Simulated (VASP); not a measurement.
Input:

```
CELL_PARAMETERS angstrom
      2.05098    -5.79155     0.00000
      2.05098     5.79155     0.00000
      0.00000     0.00000     4.23725
ATOMIC_POSITIONS crystal
  Pb 0.87299 0.12701 0.75000
  Pb 0.12701 0.87299 0.25000
  S  0.64115 0.35885 0.75000
  S  0.35885 0.64115 0.25000
```

All values below come from PBEsol GGA, VASP's PBE PAW potentials (set 64) (plane waves; VASP). Run with 400 eV cut-off, Gaussian smearing of 0.050 eV, potentials Pb_d S.

Unless said otherwise, spin-orbit coupling is left out, though it shifts the bands of the heavy elements here.

Task: Give the energies of bands 13 to 23 at the high-symmetry points, in eV from the valence-band maximum.

Result: 
| band | Γ | Y | C0 | Z | A0 | T | S | R |
|---|---|---|---|---|---|---|---|---|
| 13 | -6.85 | -7.67 | -8.80 | -7.90 | -7.36 | -8.46 | -8.60 | -7.25 |
| 14 | -5.99 | -5.72 | -7.35 | -7.90 | -7.36 | -8.46 | -7.62 | -7.25 |
| 15 | -4.67 | -3.00 | -2.77 | -3.13 | -4.72 | -1.43 | -2.39 | -4.64 |
| 16 | -3.30 | -2.85 | -1.53 | -3.13 | -4.72 | -1.43 | -2.26 | -4.64 |
| 17 | -2.57 | -2.23 | -1.48 | -1.29 | -3.08 | -1.28 | -1.59 | -3.56 |
| 18 | -1.97 | -1.87 | -1.42 | -1.29 | -3.08 | -1.28 | -1.34 | -3.56 |
| 19 | -1.69 | -1.50 | -0.79 | -0.15 | -1.64 | -0.66 | -0.51 | -1.57 |
| 20 | -0.71 | -0.70 | -0.37 | -0.15 | -1.64 | -0.66 | -0.44 | -1.57 |
| 21 | 4.44 | 1.02 | 1.40 | 1.57 | 3.05 | 1.56 | 1.61 | 3.19 |
| 22 | 4.46 | 4.30 | 1.65 | 1.57 | 3.05 | 1.56 | 1.63 | 3.19 |
| 23 | 4.84 | 4.55 | 1.73 | 2.55 | 5.66 | 3.10 | 1.87 | 5.35 |

The gap is indirect, 0.98 eV, from the valence maximum at T-Y at 0.29 to the conduction minimum at Σ0-Γ at 0.29.

The structure comes from a computed database's PbS entry (Cmcm); how it stands against other phases isn't given here. It was relaxed first, which changed the volume by -6 %.
